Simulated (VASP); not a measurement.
Calculation: LDA (Ceperley-Alder, Perdew-Zunger), VASP's LDA PAW potentials (set 64) (plane waves; VASP 6.6.1).

VASP ran on this input.

File POSCAR:
```
Tl
1.0
  1.6923333086  -2.9312073701   0.0000000000
  1.6923333086   2.9312073701   0.0000000000
  0.0000000000   0.0000000000   5.4953527873
Tl
2
Cart
  1.6923333086   0.9770710775   1.3738381968
  1.6923333086  -0.9770710775   4.1215145905
```

INCAR:
```
EDIFF  =  1E-6
NELM  =  100   # most electronic steps
SIGMA  =  0.1   # width (eV)
SYSTEM  =  Tl
LWAVE  =  F
ISMEAR  =  1   # Methfessel-Paxton
PREC  =  Accurate
EDIFFG  =  -0.01   # ionic stop
LREAL  =  F
NSW  =  60   # most ionic steps
ISIF  =  3
LCHARG  =  F
LMAXMIX  =  4
ENCUT  =  520   # plane-wave cut-off (eV)
IBRION  =  2   # conjugate gradients
LASPH  =  T
ALGO  =  Normal   # blocked Davidson
```

**KPOINTS**
```
Automatic mesh
0
Gamma
11 11 6
0 0 0
```

POTCAR, in this order: Tl_d (LDA.64 set). Program: vasp_std.

Unless said otherwise, spin-orbit coupling is left out, though it shifts the bands of the heavy elements here.

**Question.** What does the run give for the energy per atom (σ→0), band gap (on the k-mesh)?

**Answer.** 
The energy per atom (σ→0) comes out as -2938 meV/atom. The band gap (on the k-mesh) is none (metal, semimetal or under 0.01 eV).

### OSZICAR
```
...
DAV:   4    -0.594849679312E+01   -0.11767E-01   -0.11767E-01  2461   0.252E+00
DAV:   5    -0.594861298171E+01   -0.11619E-03   -0.11619E-03  2497   0.269E-01    0.367E+00
DAV:   6    -0.588757675568E+01    0.61036E-01   -0.11454E-01  2318   0.293E+00    0.252E+00
DAV:   7    -0.587605390316E+01    0.11523E-01   -0.49848E-02  2328   0.189E+00    0.768E-01
DAV:   8    -0.587487100590E+01    0.11829E-02   -0.44976E-03  2309   0.588E-01    0.403E-02
DAV:   9    -0.587487383043E+01   -0.28245E-05   -0.18697E-05  2674   0.413E-02    0.766E-03
DAV:  10    -0.587487367555E+01    0.15488E-06   -0.15393E-06  1417   0.109E-02
   1 F= -.58748737E+01 E0= -.58750136E+01  d E =-.587487E+01
```

The compound is Tl in the hcp structure. It was relaxed first. The start is the result of an earlier pass.
